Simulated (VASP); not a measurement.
Data:

```
CELL_PARAMETERS angstrom
      0.00000     2.92500     2.92500
      2.92500     0.00000     2.92500
      2.92500     2.92500     0.00000
ATOMIC_POSITIONS crystal
  Hg 0.00000 0.00000 0.00000
  S  0.25000 0.25000 0.25000
```

All values below come from PBE GGA, VASP's PBE PAW potentials (set 64) (plane waves; VASP). Run with 300 eV cut-off, 5×5×5 Γ-centred mesh, Fermi-Dirac smearing of 0.010 eV, potentials Hg S.

Unless said otherwise, spin-orbit coupling is left out, though it shifts the bands of the heavy elements here.

Predict the energy per atom (σ→0), pressure, band gap (on the k-mesh) with the smallest direct gap where there is one.

```yaml
band gap (on the k-mesh): none (metal, semimetal or under 0.01 eV)
energy per atom (σ→0): -2.239 eV/atom
pressure: 4.24 GPa
```

The structure is a typed HgS crystal (F-43m). The cell was not relaxed at this level. The k-mesh is coarse (spacing up to 0.37 per Å, 2π included), so the numbers may not be converged in it.
